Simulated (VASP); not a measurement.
Crystal: Al2W3.

```
Al W
1.0
     4.47221    0.00000    0.00000
    -2.23610    3.87304    0.00000
     0.00000    0.00000    4.91197
Al W
2 3
Direct
  0.33333 0.66667 0.53013
  0.66667 0.33333 0.46987
  0.50000 0.00000 0.00000
  0.00000 0.50000 0.00000
  0.50000 0.50000 0.00000
```

The cell was built by a generator and needn't be a form met in nature.

| Quantity | Value |
| --- | --- |
| Program | VASP 6.6.1 |
| Task | relaxation of cell and atoms |
| Functional | PBE |
| Potentials or basis | VASP PAW PBE potentials, release 64 (Al, W_sv) |
| Cutoff | 520 eV |
| k mesh | 5 × 5 × 4 |
| Occupations | gaussian, width 0.15 eV |
| Spin | no spin polarisation |

At the start: pressure 69.0 GPa; volume 17.02 Å³/atom.

Where does the relaxation end?

Over 11 steps the energy falls by 1337.7 meV/atom and the volume is 21.83 Å³/atom (+28.3 %); space group P6/mmm (No. 191, to 0.05 Å).

Step by step:
```
step  energy change (eV)  largest force (eV/Å)  pressure (GPa)  volume (Å³)
   1              0.0000                1.8936           69.04        85.08
   2              4.5276                0.0081          -20.57       201.04
   3             -6.0639                0.8466          -10.78       121.74
   4             -6.2745                0.9547           -7.13       116.99
   5             -6.3246                1.0506           -3.20       113.11
   6             -6.3250                1.0353           -3.88       113.71
   7             -6.6048                1.0052            1.67       107.63
   8             -6.6078                1.0190            1.21       108.02
   9             -6.6743                0.3219           -0.11       109.08
  10             -6.6787                0.1074           -0.15       109.41
  11             -6.6883                0.0326           -0.05       109.13
```

Final structure:
```
Al W
1.0
     5.18163    0.00000    0.00000
    -2.59082    4.48742    0.00000
     0.00000    0.00000    4.69349
Al W
2 3
Direct
  0.33333 0.66667 0.50056
  0.66667 0.33333 0.49944
  0.50000 0.00000 0.00000
  0.00000 0.50000 0.00000
  0.50000 0.50000 0.00000
```

Caveat: the volume moved by over 15 % at a fixed basis, so the end points are rough.
